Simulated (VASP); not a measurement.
Level of theory: rev-vdW-DF2, VASP's PBE PAW potentials (set 64) (plane waves; VASP 6.6.1). For the first row: Run with 520 eV cut-off, 12×12×12 Γ-centred mesh, first-order Methfessel-Paxton smearing of 0.10 eV, potentials Zn Au.

| system | energy (eV/atom) |
|---|---|
| AuZn (CsCl type) | 0.0871 |
| Zn (hcp) | 1.6087 |
| Au (fcc) | -1.0241 |

The references are the elements' solids at the same level; no temperature or zero-point terms are added.  Spin-orbit coupling is left out, which shifts such energies by up to tenths of an eV for the heavy elements here.

### Question
What is the formation energy per atom of AuZn?

### Answer
The references average (1×(1.6087) + 1×(-1.0241))/2 = 0.2923 eV, so the formation energy is 0.0871 − (0.2923) = -0.205 eV/atom. Measured: -0.235 eV/atom (as given by Niraj K. Nepal et al., Physical Review B (2020), arXiv:2007.11150).
